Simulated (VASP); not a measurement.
VASP ran on this input.

POSCAR:
```
BAs
1
    0.0000000000     2.3888033235     2.3888033235
    2.3888033235     0.0000000000     2.3888033235
    2.3888033235     2.3888033235     0.0000000000
B As
1 1
Direct
  0.0000000000   0.0000000000   0.0000000000
  0.2500000000   0.2500000000   0.2500000000
```

**KPOINTS**
```
kpoints
0
Gamma
10 10 10
0 0 0
```

### INCAR
```
! general
SYSTEM =BAs
PREC   =Accurate
ENCUT  =600
LREAL  =.FALSE.
LASPH  =.TRUE.   ! aspherical one-centre terms

! electronic loop
EDIFF  =1E-7
NELM   =100   ! most electronic steps
ALGO   =Normal   ! blocked Davidson
LMAXMIX=4

! smearing
ISMEAR =0   ! Gaussian
SIGMA  =0.05   ! width (eV)

! functional
GGA    =PS   ! PBEsol

! ions
IBRION =2   ! conjugate gradients
NSW    =40   ! most ionic steps
ISIF   =3   ! ions, shape and volume
EDIFFG =-0.01   ! ionic stop
PSTRESS=100   ! kbar

! output
LWAVE  =.FALSE.
LCHARG =.FALSE.
```

POTCAR, in this order: B As (PBE.64 set). Program: vasp_std.

Question: Translate this PBEsol calculation to Quantum ESPRESSO's pw.x.

Answer: One equivalent input (not run):
```
&CONTROL
  calculation = 'vc-relax'
  pseudo_dir = './pseudo'
  outdir = './out'
  tprnfor = .true.
  tstress = .true.
  nstep = 40
  forc_conv_thr = 0.00039
/
&SYSTEM
  ibrav = 0
  nat = 2
  ntyp = 2
  ecutwfc = 84
  occupations = 'smearing'
  smearing = 'gaussian'
  degauss = 0.003675
  input_dft = 'pbesol'
/
&ELECTRONS
  conv_thr = 7.3e-09
  electron_maxstep = 100
/
&IONS
/
&CELL
  press = 100
/
ATOMIC_SPECIES
  B 10.810 B.upf
  As 74.922 As.upf
CELL_PARAMETERS angstrom
     0.0000000    2.3888033    2.3888033
     2.3888033    0.0000000    2.3888033
     2.3888033    2.3888033    0.0000000
ATOMIC_POSITIONS crystal
  B    0.0000000  0.0000000  0.0000000
  As   0.2500000  0.2500000  0.2500000
K_POINTS automatic
  10 10 10 0 0 0
```
Limits of the translation: the potentials are each code's own (VASP's PAW set, PseudoDojo norm-conserving files in pw.x), so ENCUT and ecutwfc are chosen apart and not converted; conv_thr bounds pw.x's estimated SCF error, while EDIFF bounds the energy change between steps; forc_conv_thr acts on force components and is met together with etot_conv_thr.

The compound is BAs in the zinc blende structure. This run relaxes it under an external pressure of 10 GPa. Symmetry was kept, so distortions that lower it aren't found.
